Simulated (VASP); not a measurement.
Output of a VASP run:

**OSZICAR**
```
       N       E                     dE             d eps       ncg     rms          rms(c)
DAV:   1     0.103154953805E+03    0.10315E+03   -0.86343E+03   762   0.119E+03
DAV:   2    -0.201406988477E+01   -0.10517E+03   -0.10098E+03   849   0.285E+02
DAV:   3    -0.653322062138E+01   -0.45192E+01   -0.45035E+01   909   0.606E+01
DAV:   4    -0.655716212400E+01   -0.23942E-01   -0.23938E-01   814   0.435E+00
DAV:   5    -0.655730769728E+01   -0.14557E-03   -0.14557E-03   904   0.308E-01    0.616E+00
DAV:   6    -0.620131310463E+01    0.35599E+00   -0.71209E-01  1015   0.120E+01    0.487E+00
DAV:   7    -0.617876311121E+01    0.22550E-01   -0.14689E-01   809   0.304E+00    0.221E+00
DAV:   8    -0.617747477474E+01    0.12883E-02   -0.14996E-02   819   0.184E+00    0.219E-01
DAV:   9    -0.617733732965E+01    0.13745E-03   -0.20946E-03   859   0.712E-01    0.497E-02
DAV:  10    -0.617734986805E+01   -0.12538E-04   -0.21624E-04   809   0.226E-01    0.386E-02
DAV:  11    -0.617737430783E+01   -0.24440E-04   -0.48712E-05   774   0.631E-02    0.155E-02
DAV:  12    -0.617737331988E+01    0.98796E-06   -0.57659E-06   849   0.369E-02
   1 F= -.61773733E+01 E0= -.61773733E+01  d E =-.617737E+01
```

File OUTCAR:
```
------------------------ aborting loop because EDIFF is reached ----------------------------------------
  FORCE on cell =-STRESS in cart. coord.  units (eV):
  Direction    XX          YY          ZZ          XY          YZ          ZX
  --------------------------------------------------------------------------------------
  Total        0.0074783      0.0074783      0.0074783      0.0000000     -0.0000000      0.0000000
  in kB        0.2117276      0.2117276      0.2117276      0.0000000     -0.0000000      0.0000000
  external PRESSURE =       0.2117276 kB  Pullay stress =       0.0000000 kB
  volume of cell :       56.59
      direct lattice vectors                 reciprocal lattice vectors
     0.000000000  3.047207202  3.047207202    -0.164084674  0.164084674  0.164084674
     3.047207202  0.000000000  3.047207202     0.164084674 -0.164084674  0.164084674
     3.047207202  3.047207202  0.000000000     0.164084674  0.164084674 -0.164084674
  FREE ENERGIE OF THE ION-ELECTRON SYSTEM (eV)
  ---------------------------------------------------
  free  energy   TOTEN  =        -6.1773733199 eV

  energy  without entropy=       -6.1773733199  energy(sigma->0) =       -6.17737332

 reached required accuracy - stopping structural energy minimisation
```
(Selected blocks of OUTCAR.)

File POSCAR:
```
CdSe
1
    0.0000000000     3.0472072024     3.0472072024
    3.0472072024    -0.0000000000     3.0472072024
    3.0472072024     3.0472072024     0.0000000000
Cd Se
1 1
Direct
  0.0000000000   0.0000000000   0.0000000000
  0.2500000000   0.2500000000   0.2500000000
```

Problem. Reconstruct the remaining input files.

Solution. One answer among several that fit: the input of the run itself, PBEsol GGA, plane waves, VASP's PBE PAW potentials (set 64).

### KPOINTS
```
Automatic mesh
0
Gamma
8 8 8
0 0 0
```

**INCAR**
```
ALGO=Normal
EDIFF=1E-6
EDIFFG=-0.02
ENCUT=500
GGA=PS
IBRION=2
ISIF=3
ISMEAR=0
LASPH=.True.
LCHARG=.False.
LMAXMIX=4
LREAL=.False.
LWAVE=.False.
NELM=100
NSW=40
PREC=Accurate
SIGMA=0.05
SYSTEM=CdSe
```

POTCAR, in this order: Cd Se (PBE.64 set). Program: vasp_std.

The compound is CdSe in the zinc blende structure, whereas wurtzite is the usual form. It was relaxed first.
